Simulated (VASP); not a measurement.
# Cobalt: input slips in a relaxation and what they do, part 2 of 2

Aim: see how common mistakes in a VASP relaxation show up, on Cobalt. The starting structure is a measured crystal structure from the Crystallography Open Database. The first relaxation on each setting starts from this cell expanded by 3 % in volume.

VASP 6.6.1.

Results so far: reference 10.32 Å³ an atom; an ionic step far too long 9.86 Å³ an atom.

## Step 4: Relaxation with a k mesh far too coarse

Level of this step: PBEsol, spin-polarised from a ferromagnetic start; plane waves and PAW (Co) (VASP).

A slip made on purpose: a k mesh far too coarse. Against step 2 the input has a 2×2×2 mesh (also changed: NELM, NCORE and KPAR).

Contents of INCAR:

```
SYSTEM = Co
PREC = Accurate
ENCUT = 450
EDIFF = 1E-06
NELM = 60
ISMEAR = 1
SIGMA = 0.15
LREAL = .FALSE.
ALGO = Normal
GGA = PS
NBANDS = 19
ISPIN = 2
MAGMOM = 2 2
LASPH = .TRUE.
LMAXMIX = 4
LORBIT = 11
LWAVE = .FALSE.
LCHARG = .FALSE.
NCORE = 8
IBRION = 2
NSW = 50
ISIF = 3
EDIFFG = -0.006
```

Contents of POSCAR:

```
Co
1.0
    2.5322273572      0.0000000000      0.0000000000
   -1.2661136786      2.1929732195      0.0000000000
    0.0000000000      0.0000000000      4.1101986604
Co
2
Direct
    0.6666666667      0.3333333333      0.7500000000
    0.3333333333      0.6666666667      0.2500000000
```

Contents of KPOINTS:

```
Automatic mesh
0
Gamma
2 2 2
0 0 0
```

The projector-augmented-wave data sets are Co (PBE family, release 64).

Launch:

```bash
mpirun -np 8 vasp_std
```

What it wrote:

```text
[banner, memory and clock lines left out]
running    8 mpi-ranks, on    1 nodes
[...]
[... a notice as in an earlier step ...]

 [... a notice as in an earlier step ...]

 LDA part: xc-table for (Slater+PW92), standard interpolation
 POSCAR, INCAR and KPOINTS ok, starting setup
[...]
entering main loop
       N       E                     dE             d eps       ncg     rms          rms(c)
DAV:   1     0.766217011019E+02    0.76622E+02   -0.78197E+03   320   0.119E+03
DAV:   2    -0.129676968796E+02   -0.89589E+02   -0.80564E+02   304   0.206E+02
DAV:   3    -0.162158997284E+02   -0.32482E+01   -0.31664E+01   367   0.500E+01
DAV:   4    -0.162657343122E+02   -0.49835E-01   -0.49767E-01   419   0.512E+00
[...]
DAV:  12    -0.137201115425E+02    0.14584E-04   -0.23608E-05   378   0.608E-02    0.335E-02
DAV:  13    -0.137201189866E+02   -0.74441E-05   -0.39641E-06   376   0.331E-02    0.106E-02
DAV:  14    -0.137201191470E+02   -0.16042E-06   -0.13829E-06   202   0.165E-02
   1 F= -.13720119E+02 E0= -.13716997E+02  d E =-.137201E+02  mag=     3.0004
[... from here on, the cycles between the ionic steps are left out ...]
   2 F= -.13707605E+02 E0= -.13705222E+02  d E =0.125137E-01  mag=     3.0002
   3 F= -.13770084E+02 E0= -.13767423E+02  d E =-.499651E-01  mag=     3.0000
   4 F= -.13770089E+02 E0= -.13767437E+02  d E =-.499700E-01  mag=     3.0000
   5 F= -.13770214E+02 E0= -.13767474E+02  d E =-.124688E-03  mag=     3.0000
   6 F= -.13770229E+02 E0= -.13767515E+02  d E =-.139834E-03  mag=     3.0000
   7 F= -.13770227E+02 E0= -.13767504E+02  d E =0.162090E-05  mag=     3.0000
   8 F= -.13770233E+02 E0= -.13767508E+02  d E =-.401005E-05  mag=     3.0000
[...]
reached required accuracy - stopping structural energy minimisation
```

Run time: 10 s. Hardware: 8 MPI ranks of Intel Xeon 6975P-C (Granite Rapids), shared host; peak memory 0.79 GiB; 76 s of CPU time.

From OUTCAR (step 4):

```text
  Total       -0.0107155     -0.0107155     -0.0069549     -0.0000000     -0.0000000      0.0000000
  in kB       -0.7969694     -0.7969694     -0.5172738     -0.0000000     -0.0000000      0.0000000
  external PRESSURE =      -0.7037376 kB  Pullay stress =       0.0000000 kB

 POSITION                                       TOTAL-FORCE (eV/Angst)
 -----------------------------------------------------------------------------------
      1.23793      0.71472      3.04337        -0.000000     -0.000000      0.000000
     -0.00000      1.42944      1.01446         0.000000      0.000000      0.000000
 -----------------------------------------------------------------------------------
    total drift:                                0.000000     -0.000000     -0.000000

  FREE ENERGIE OF THE ION-ELECTRON SYSTEM (eV)
  ---------------------------------------------------
  free  energy   TOTEN  =       -13.7702329907 eV

  energy  without entropy=      -13.7620589586  energy(sigma->0) =      -13.76750831

 magnetization (x)
# of ion       s       p       d       tot
------------------------------------------
    1       -0.023  -0.056   1.601   1.522
    2       -0.023  -0.056   1.601   1.522
--------------------------------------------------
tot         -0.046  -0.111   3.202   3.044

[... 1 part as in an earlier step ...]

[... 3 further parts left out ...]
[key lines of the parts left out:]
E-fermi :  10.5791
```

With a k mesh far too coarse the cell ends at 10.771 Å³ an atom, +4.41 % from the reference; the bulk modulus is 223.2 GPa against 246.9 GPa.

## Step 5: Relaxation with a loose energy criterion for the relaxation

A slip made on purpose: a loose energy criterion for the relaxation. Against step 2 the input has EDIFFG = 0.1 (also changed: NELM).

INCAR, as its differences from that of step 4:

```diff
@@ -18,3 +18,3 @@
 LCHARG = .FALSE.
-NCORE = 8
+KPAR = 8
 IBRION = 2
@@ -22,2 +22,2 @@
 ISIF = 3
-EDIFFG = -0.006
+EDIFFG = 0.1
```

POSCAR is that of step 4.

Contents of KPOINTS:

```
Automatic mesh
0
Gamma
21 21 12
0 0 0
```

Launch:

```bash
mpirun -np 8 vasp_std
```

What it wrote:

```text
[... set-up lines as in an earlier step ...]
 entering main loop
       N       E                     dE             d eps       ncg     rms          rms(c)
[... 14 cycles as in an earlier step ...]
   1 F= -.15330472E+02 E0= -.15330482E+02  d E =-.153305E+02  mag=     3.2963
[...]
N       E                     dE             d eps       ncg     rms          rms(c)
DAV:   1    -0.237087949670E+02   -0.83783E+01   -0.68270E+01 27978   0.132E+02    0.270E+01
DAV:   2    -0.162070117989E+02    0.75018E+01   -0.15566E+01 27867   0.935E+01    0.135E+01
DAV:   3    -0.155211820396E+02    0.68583E+00   -0.18595E+00 28376   0.250E+01    0.652E+00
DAV:   4    -0.153922806145E+02    0.12890E+00   -0.44512E-02 30680   0.175E+00    0.229E+00
[...]
DAV:   8    -0.152854557870E+02    0.68728E-06   -0.22867E-05 29762   0.644E-02    0.497E-02
DAV:   9    -0.152854407290E+02    0.15058E-04   -0.33358E-06 32304   0.166E-02    0.813E-03
DAV:  10    -0.152854404246E+02    0.30439E-06   -0.32335E-07 14647   0.696E-03
   2 F= -.15285440E+02 E0= -.15286330E+02  d E =0.450312E-01  mag=     3.0005
 trial-energy change:    0.045031  1 .order    0.109779   -0.537850    0.757408
 step:   0.4902(harm=  0.4152)  dis= 0.00000  next Energy=   -15.469925 (dE=-0.139E+00)
[...]
N       E                     dE             d eps       ncg     rms          rms(c)
DAV:   1    -0.177538103830E+02   -0.24684E+01   -0.19770E+01 27774   0.829E+01    0.119E+01
DAV:   2    -0.159326553739E+02    0.18212E+01   -0.72536E+00 28809   0.511E+01    0.715E+00
DAV:   3    -0.155409994473E+02    0.39166E+00   -0.68348E-01 27834   0.168E+01    0.354E+00
DAV:   4    -0.155071500677E+02    0.33849E-01   -0.23528E-02 29326   0.134E+00    0.156E+00
DAV:   5    -0.154748563000E+02    0.32294E-01   -0.10402E-02 38552   0.113E+00    0.300E-01
DAV:   6    -0.154743699285E+02    0.48637E-03   -0.66710E-04 30112   0.259E-01    0.960E-02
DAV:   7    -0.154744718951E+02   -0.10197E-03   -0.25778E-05 32145   0.470E-02    0.607E-02
DAV:   8    -0.154744753452E+02   -0.34500E-05   -0.46786E-06 30092   0.296E-02    0.154E-02
DAV:   9    -0.154744744154E+02    0.92979E-06   -0.19476E-07 14423   0.795E-03
   3 F= -.15474474E+02 E0= -.15474552E+02  d E =-.144003E+00  mag=     3.1128
[...]
reached required accuracy - stopping structural energy minimisation
```

It took 35 s on 8 MPI ranks; peak memory 2.2 GiB; 4.6 min of CPU time.

Parts of OUTCAR (step 5):

```text
  Total       -0.0284920     -0.0284920     -0.1325307      0.0000000      0.0000000      0.0000000
  in kB       -2.2064934     -2.2064934    -10.2635029      0.0000000      0.0000000      0.0000000
  external PRESSURE =      -4.8921632 kB  Pullay stress =       0.0000000 kB

 POSITION                                       TOTAL-FORCE (eV/Angst)
 -----------------------------------------------------------------------------------
      1.22631      0.70801      2.97853        -0.000000      0.000000      0.000000
     -0.00000      1.41602      0.99284         0.000000     -0.000000      0.000000
 -----------------------------------------------------------------------------------
    total drift:                                0.000000     -0.000000     -0.000000

  FREE ENERGIE OF THE ION-ELECTRON SYSTEM (eV)
  ---------------------------------------------------
  free  energy   TOTEN  =       -15.4744744154 eV

  energy  without entropy=      -15.4747063348  energy(sigma->0) =      -15.47455172

 magnetization (x)
# of ion       s       p       d       tot
------------------------------------------
    1       -0.016  -0.052   1.631   1.563
    2       -0.016  -0.052   1.631   1.563
--------------------------------------------------
tot         -0.031  -0.105   3.262   3.127

[... 2 parts as in an earlier step ...]

[... 2 further parts left out ...]
[key lines of the parts left out:]
E-fermi :  10.7514
```

With a loose energy criterion for the relaxation the cell ends at 10.344 Å³ an atom, +0.28 % from the reference.

## Step 6: Relaxation with a loose electronic threshold

A slip made on purpose: a loose electronic threshold. Against step 2 the input has EDIFF = 0.01 (also changed: NELM and NSW).

INCAR, as its differences from that of step 5:

```diff
@@ -3,3 +3,3 @@
 ENCUT = 450
-EDIFF = 1E-06
+EDIFF = 0.01
 NELM = 60
@@ -20,4 +20,4 @@
 IBRION = 2
-NSW = 50
+NSW = 30
 ISIF = 3
-EDIFFG = 0.1
+EDIFFG = -0.006
```

POSCAR is that of step 5.

KPOINTS is that of step 5.

Launch:

```bash
mpirun -np 8 vasp_std
```

What it wrote:

```text
[... set-up lines as in an earlier step ...]
 entering main loop
       N       E                     dE             d eps       ncg     rms          rms(c)
[... 4 cycles as in an earlier step ...]
DAV:   5    -0.178753701538E+02   -0.12230E-02   -0.12230E-02 28329   0.744E-01    0.152E+01
DAV:   6    -0.159388283622E+02    0.19365E+01   -0.10618E+01 27928   0.657E+01    0.783E+00
DAV:   7    -0.153664866846E+02    0.57234E+00   -0.17588E+00 28688   0.247E+01    0.376E+00
DAV:   8    -0.153473081047E+02    0.19179E-01   -0.17675E-02 34539   0.120E+00    0.153E+00
DAV:   9    -0.153318397053E+02    0.15468E-01   -0.33281E-03 29053   0.101E+00    0.465E-01
DAV:  10    -0.153306878700E+02    0.11518E-02   -0.42534E-04 17499   0.250E-01
   1 F= -.15330688E+02 E0= -.15330728E+02  d E =-.153307E+02  mag=     3.2958
[... from here on, the cycles between the ionic steps are left out ...]
   2 F= -.15347566E+02 E0= -.15348219E+02  d E =-.168780E-01  mag=     3.0129
   3 F= -.15472132E+02 E0= -.15472162E+02  d E =-.141444E+00  mag=     3.1269
   5 F= -.15473916E+02 E0= -.15473981E+02  d E =-.143228E+00  mag=     3.1196
   7 F= -.15472180E+02 E0= -.15472322E+02  d E =0.173543E-02  mag=     3.0942
   9 F= -.15472912E+02 E0= -.15473038E+02  d E =0.100378E-02  mag=     3.0959
  11 F= -.15472870E+02 E0= -.15473001E+02  d E =0.104581E-02  mag=     3.0966
  13 F= -.15474923E+02 E0= -.15475069E+02  d E =-.190865E-02  mag=     3.0997
  15 F= -.15473834E+02 E0= -.15473972E+02  d E =-.819459E-03  mag=     3.0988
  17 F= -.15473588E+02 E0= -.15473719E+02  d E =-.573745E-03  mag=     3.0987
  19 F= -.15473645E+02 E0= -.15473773E+02  d E =-.629886E-03  mag=     3.0989
  21 F= -.15473679E+02 E0= -.15473807E+02  d E =-.664834E-03  mag=     3.0991
  23 F= -.15473840E+02 E0= -.15473960E+02  d E =-.161014E-03  mag=     3.0998
  25 F= -.15473910E+02 E0= -.15474033E+02  d E =-.230649E-03  mag=     3.1003
  27 F= -.15473940E+02 E0= -.15474063E+02  d E =-.260497E-03  mag=     3.1004
  29 F= -.15474324E+02 E0= -.15474447E+02  d E =-.379541E-03  mag=     3.1018
  30 F= -.15474055E+02 E0= -.15474171E+02  d E =-.110269E-03  mag=     3.1011
[...]
opt :   0.0737  next Energy=   -15.474511 (dE=-0.566E-03)
```

Wall time 98 s (8 MPI ranks); peak memory 2.3 GiB.

From OUTCAR (step 6):

```text
  Total        0.8061662      0.8061662      0.7607775      0.0000000      0.0000000      0.0000000
  in kB       62.9578906     62.9578906     59.4132378      0.0000000      0.0000000      0.0000000
  external PRESSURE =      61.7763397 kB  Pullay stress =       0.0000000 kB

 POSITION                                       TOTAL-FORCE (eV/Angst)
 -----------------------------------------------------------------------------------
      1.22344      0.70636      2.96747         0.000000      0.000000      0.000000
     -0.00000      1.41271      0.98916        -0.000000     -0.000000      0.000000
 -----------------------------------------------------------------------------------
    total drift:                                0.000000     -0.000000     -0.000000

  FREE ENERGIE OF THE ION-ELECTRON SYSTEM (eV)
  ---------------------------------------------------
  free  energy   TOTEN  =       -15.4740550831 eV

  energy  without entropy=      -15.4744042150  energy(sigma->0) =      -15.47417146

 magnetization (x)
# of ion       s       p       d       tot
------------------------------------------
    1       -0.016  -0.052   1.624   1.556
    2       -0.016  -0.052   1.624   1.556
--------------------------------------------------
tot         -0.031  -0.105   3.248   3.112

[... 1 part as in an earlier step ...]

[... 2 further parts left out ...]
[key lines of the parts left out:]
E-fermi :  10.8664
```

Logs of long relaxations may skip ionic steps without a mark.

The relaxation used up its 30 ionic steps (NSW) before forces and stress met EDIFFG.

## Step 7: Relaxation with spin polarisation switched off

A slip made on purpose: spin polarisation switched off. Against step 2 the input has no ISPIN and no MAGMOM (also changed: NBANDS and LMAXMIX). This run starts from the cell of an earlier relaxation, which isn't shown; the restart sets up the plane waves anew.

Contents of INCAR:

```
SYSTEM = Co
PREC = Accurate
ENCUT = 450
EDIFF = 1E-06
NELM = 100
ISMEAR = 1
SIGMA = 0.15
LREAL = .FALSE.
ALGO = Normal
GGA = PS
NBANDS = 15
LASPH = .TRUE.
LORBIT = 11
LWAVE = .FALSE.
LCHARG = .FALSE.
KPAR = 8
IBRION = 2
NSW = 50
ISIF = 3
EDIFFG = -0.006
```

Contents of POSCAR:

```
Co
1.0
    2.4165410858      0.0000000000      0.0000000000
   -1.2082705429      2.0927859696      0.0000000000
    0.0000000000      0.0000000000      3.8986374366
Co
2
Direct
    0.6666666667      0.3333333333      0.7500000000
    0.3333333333      0.6666666667      0.2500000000
```

KPOINTS is that of step 6.

Launch:

```bash
mpirun -np 8 vasp_std
```

What it wrote:

```text
[... set-up lines as in an earlier step ...]
 entering main loop
       N       E                     dE             d eps       ncg     rms          rms(c)
DAV:   1     0.719590358220E+02    0.71959E+02   -0.78018E+03 10400   0.151E+03
DAV:   2    -0.160792723071E+02   -0.88038E+02   -0.81305E+02 10101   0.248E+02
DAV:   3    -0.180502843150E+02   -0.19710E+01   -0.19251E+01 12033   0.517E+01
DAV:   4    -0.180831161737E+02   -0.32832E-01   -0.32824E-01 14494   0.509E+00
[...]
DAV:   9    -0.151327629110E+02    0.72680E-02   -0.13041E-03 14907   0.441E-01    0.648E-02
DAV:  10    -0.151326920328E+02    0.70878E-04   -0.71576E-05 11843   0.933E-02    0.307E-02
DAV:  11    -0.151326928282E+02   -0.79540E-06   -0.51024E-06 13856   0.276E-02
   1 F= -.15132693E+02 E0= -.15133564E+02  d E =-.151327E+02
[...]
reached required accuracy - stopping structural energy minimisation
```

The job ended after 5.8 s (8 MPI ranks; peak memory 1.4 GiB).

Parts of OUTCAR (step 7):

```text
  Total       -0.0025138     -0.0025138     -0.0026896      0.0000000     -0.0000000      0.0000000
  in kB       -0.2042741     -0.2042741     -0.2185541      0.0000000     -0.0000000      0.0000000
  external PRESSURE =      -0.2090341 kB  Pullay stress =       0.0000000 kB

 POSITION                                       TOTAL-FORCE (eV/Angst)
 -----------------------------------------------------------------------------------
      1.20827      0.69760      2.92398        -0.000000     -0.000000      0.000000
     -0.00000      1.39519      0.97466         0.000000      0.000000      0.000000
 -----------------------------------------------------------------------------------
    total drift:                                0.000000      0.000000     -0.000000

  FREE ENERGIE OF THE ION-ELECTRON SYSTEM (eV)
  ---------------------------------------------------
  free  energy   TOTEN  =       -15.1326928282 eV

  energy  without entropy=      -15.1353058257  energy(sigma->0) =      -15.13356383

[... 1 part as in an earlier step ...]

[... 3 further parts left out ...]
[key lines of the parts left out:]
E-fermi :  11.5079
```

With spin polarisation switched off the cell ends at 9.858 Å³ an atom, -4.43 % from the reference, with the moments of the reference lost; the bulk modulus is 283.0 GPa against 246.9 GPa.

## Step 8: All runs side by side

| run | ended | volume (Å³/atom) | change (%) | bulk modulus (GPa) | pressure left (GPa) | core minutes |
| --- | --- | --- | --- | --- | --- | --- |
| reference | converged | 10.316 | - | 246.9 | 0.03 | 15.7 |
| an ionic step far too long | converged | 9.861 | -4.41 | - | -0.04 | 11.5 |
| a k mesh far too coarse | converged | 10.771 | 4.41 | 223.2 | -0.07 | 1.33 |
| a loose energy criterion for the relaxation | converged | 10.344 | 0.28 | - | -0.49 | 4.67 |
| a loose electronic threshold | not converged | - | - | - | - | 13.1 |
| spin polarisation switched off | converged | 9.858 | -4.43 | 283.0 | -0.02 | 4.64 |

Core minutes are wall time times ranks, summed over the relaxations behind a row (those for a bulk modulus apart), on shared hosts.

## Step 9: Summary of results

| Item | Value |
| --- | --- |
| volume of the reference | 10.32 Å³/atom |
| volume against the reference, an ionic step far too long | -4.41 % |
| volume against the reference, a k mesh far too coarse | +4.41 % |
| volume against the reference, a loose energy criterion for the relaxation | +0.28 % |
| volume against the reference, spin polarisation switched off | -4.43 % |
| run with a loose electronic threshold | not converged |

In words: The run with a loose electronic threshold didn't converge. Finished, but with signs in the output that stand out against the reference: an ionic step far too long, with the volume changed by -4.4 %, with the moments of the reference lost (signs: a largest site moment of 0.00 μB against 1.56 μB and an energy that rises by up to 10.6 eV an atom on the way); a k mesh far too coarse, with the volume changed by +4.4 % (signs: -11.4 GPa at the first ionic step (of the first relaxations, not shown; reference: -19.1 GPa)); a loose energy criterion for the relaxation, with the volume changed by +0.3 % (signs: a stress of up to 1.0 GPa); spin polarisation switched off, with the volume changed by -4.4 %, with the moments of the reference lost (signs: no moments, where the reference has up to 1.56 μB and -29.6 GPa at the first ionic step (of the first relaxations, not shown; reference: -19.1 GPa)). The reference was restarted once and some of the runs with a slip weren't, so their cells may not have settled fully. Further runs on this material are not shown.

[Lines on the potential files, build, host, timing and source positions are cut from VASP's logs without a mark.]

[Logs are printed without paths, hosts, clocks, repeated set-up lines and the standing remarks that a program may print on its own settings, such as how far it seeks lower states.]

[Hosts, paths, dates, database ids (printed as entryN), source tags and the programs' standing remarks are cut or masked in the printed files.]
